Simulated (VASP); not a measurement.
Input:

```xyz
17
Lattice="5.4076 0.0000 0.0000 2.7038 4.6832 0.0000 0.0000 0.0000 20.7106" Properties=species:S:1:pos:R:3 pbc="T T T"
Rh     0.0000     0.0000     7.0438
Rh     2.7038     0.0000     7.0438
Rh     1.3519     2.3416     7.0438
Rh     4.0557     2.3416     7.0438
Rh     1.3519     0.7805     9.2515
Rh     4.0557     0.7805     9.2515
Rh     2.7038     3.1221     9.2515
Rh     5.4076     3.1221     9.2515
Rh     0.0000     1.5611    11.4591
Rh     2.7038     1.5611    11.4591
Rh     1.3519     3.9026    11.4591
Rh     4.0557     3.9026    11.4591
Rh     0.0000     0.0000    13.6668
Rh     2.7038     0.0000    13.6668
Rh     1.3519     2.3416    13.6668
Rh     4.0557     2.3416    13.6668
H      1.3519     0.7805    14.7113
```

All values below come from PBE GGA, VASP's PBE PAW potentials (set 64) (plane waves; VASP 6.6.1). Run with PREC = Normal, EDIFF = 1E-5, 400 eV cut-off, 6×6×1 Γ-centred mesh, first-order Methfessel-Paxton smearing of 0.10 eV, potentials Rh H.

Q: The ions are relaxed. Predict the relaxed structure.

A: 
```xyz
17
Lattice="5.4076 0.0000 0.0000 2.7038 4.6832 0.0000 0.0000 0.0000 20.7106" Properties=species:S:1:pos:R:3 pbc="T T T"
Rh     8.1095     4.6820     7.1010
Rh     5.4096     4.6820     7.1010
Rh     6.7596     2.3439     7.1010
Rh     4.0557     2.3416     7.1113
Rh     1.3519     0.7805     9.2732
Rh     4.0557     0.7784     9.2759
Rh     2.7020     3.1232     9.2759
Rh     5.4095     3.1232     9.2759
Rh     5.4057     1.5622    11.4391
Rh     2.7058     1.5622    11.4391
Rh     6.7596     3.9026    11.4426
Rh     4.0557     3.9004    11.4391
Rh     8.0906     4.6711    13.6354
Rh     5.4285     4.6711    13.6354
Rh     6.7596     2.3657    13.6354
Rh     4.0557     2.3416    13.6152
H      1.3519     0.7805    14.5996
```

Q: How much energy does the relaxation gain?

A: The energy (σ→0) changes by -4.9 meV/atom, in 10 ionic steps.

```tsv
step	E(σ→0) (eV)	max force (eV/Å)	pressure (GPa)	volume (Å³)
1	-113.7689	0.339	-2.72	524.49
2	-113.8041	0.276	-2.48	524.49
3	-113.8218	0.321	-2.14	524.49
4	-113.8407	0.202	-1.86	524.49
5	-113.8459	0.124	-1.62	524.49
6	-113.8499	0.098	-1.48	524.49
7	-113.8502	0.116	-1.44	524.49
8	-113.8515	0.049	-1.43	524.49
9	-113.8517	0.043	-1.43	524.49
10	-113.8520	0.014	-1.42	524.49
```

The cell is a thin slab with vacuum, built from Rh (fcc): (111) face, H adsorbed.
